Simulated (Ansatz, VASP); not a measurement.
**Li4SbPt in VASP and in Ansatz**

```
CELL_PARAMETERS angstrom
3.41033 0.00000 0.00000
0.00000 3.41033 0.00000
0.00000 0.00000 8.51042
ATOMIC_POSITIONS crystal
Li 0.00000 0.00000 0.18760
Li 0.00000 0.00000 0.81240
Li 0.50000 0.50000 0.63958
Li 0.50000 0.50000 0.36042
Sb 0.50000 0.50000 0.00000
Pt 0.00000 0.00000 0.50000
```

Alike in both runs: functional PBE; k mesh 6 × 6 × 2; occupations gaussian, width 0.1 eV; no spin polarisation.

Ansatz relaxed the structure, and its values are those at the end. VASP's run is a single point on that final structure, the one shown.

```csv
,VASP,Ansatz
version,VASP 6.6.1,Ansatz 0.2.0
potentials or method,"VASP PAW PBE potentials, release 64 (Li_sv, Sb, Pt)","scalar-relativistic, plane waves, PAW"
plane-wave cutoff (eV),520,420
valence electrons in the cell,27,45
```

```tsv
	VASP	Ansatz	Ansatz less VASP
gap on the k mesh at the Fermi level (eV)	none	none	-
rms of the force components (eV/Å)	0.004	0.003	-0.0013
```

A gap of «none» marks a metal or a gap that the smearing closes. With one functional, cell and mesh, what is left measures potentials, basis and numerics. The two sets of potentials don't hold the same shells in valence.

Caveats: the k mesh is coarse (spacing up to 0.37 Å⁻¹), so the values aren't converged. The runs have no spin-orbit coupling, so splittings on Pt, Sb are missing.
